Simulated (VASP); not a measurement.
Energy against volume of GaAs (zinc blende). These are TPSS meta-GGA, VASP's PBE PAW potentials (set 64) (plane waves; VASP) values and carry that method's errors. Run with 520 eV cut-off, 8×8×8 Γ-centred mesh, Gaussian smearing of 0.050 eV, potentials Ga_d As.

| V (Å³/atom) | E (eV/atom) |
|---|---|
| 22.585 | -12.09131 |
| 23.284 | -12.09608 |
| 23.982 | -12.09248 |
| 24.681 | -12.08180 |

Task: Fit these four points and predict the energy of the run at 21.887 Å³/atom.

Result: A cubic in V^(−2/3), the third-order Birch-Murnaghan form, passes through the four points with V0 = 23.31 Å³/atom and B0 = 63 GPa, and gives -12.0766 eV/atom there. The run gave -12.0766 eV/atom, +0.1 meV/atom from the fit; all five points give B0 = 64 GPa.

The compound is GaAs in the zinc blende structure. It was relaxed first.
